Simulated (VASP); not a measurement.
```yaml
crystal:
  lattice:
    - [3.42489, 0.00000, 0.00000]
    - [-1.71244, 2.96604, 0.00000]
    - [0.00000, 0.00000, 3.45805]
  atoms:
    - { symbol: Nb, position: [0.00000, 0.00000, 0.00000] }
    - { symbol: As, position: [0.66667, 0.33333, 0.50000] }
```

These are r2SCAN meta-GGA, VASP's PBE PAW potentials (set 64) (plane waves; VASP 6.6.1) values and carry that method's errors. Settings: 400 eV cut-off, 14×14×12 Γ-centred mesh, tetrahedra with Blöchl corrections, potentials Nb_sv As.

Q: Tabulate the total density of states (states/eV per cell) against energy (eV; zero at the valence-band maximum or, without a gap, the Fermi level).

A: 
```tsv
E (eV)	DOS (states/eV)
-9.98	0.00
-9.38	0.00
-8.90	0.00
-8.30	0.00
-7.70	0.00
-7.22	0.00
-6.62	0.04
-6.02	0.41
-5.54	1.12
-4.94	0.95
-4.34	0.98
-3.86	1.23
-3.26	1.29
-2.66	1.85
-2.18	1.39
-1.58	0.54
-0.98	2.46
-0.50	2.04
0.10	0.29
0.70	0.90
1.18	1.26
1.78	0.87
2.38	2.28
2.86	2.47
3.46	1.82
```
Within 2 eV below the Fermi level the largest weight inside VASP's projection spheres is Nb d, then As p.

The structure was generated: NbAs was put into the WC type (P-6m2), which need not be its known phase. It was relaxed first, which changed the volume by -6 %.
